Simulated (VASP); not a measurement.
Data:

```
FeNi3
1.0
    3.46408     0.00000     0.00000
    0.00000     3.46408     0.00000
    0.00000     0.00000     3.46408
Fe Ni
1 3
Direct
  0.00000   0.00000   0.00000
  0.00000   0.50000   0.50000
  0.50000   0.00000   0.50000
  0.50000   0.50000   0.00000
```

Method: PBEsol GGA, VASP's PBE PAW potentials (set 64) (plane waves; VASP 6.6.1). Run with 300 eV cut-off, 8×8×8 Γ-centred mesh, Fermi-Dirac smearing of 0.10 eV, potentials Fe Ni.

At this cut-off the stress carries a Pulay error, which pulls relaxed volumes low. The run has a spin-polarised start.

Problem. Give the stress tensor in GPa (positive for a compressed cell).

Solution. 
```
4.57  0.00  0.00
0.00  4.57  0.00
0.00  0.00  4.57
```
The pressure is its mean diagonal, 4.57 GPa.

The structure comes from a computed database's FeNi3 entry; how it stands against other phases isn't given here. The cell was not relaxed at this level.
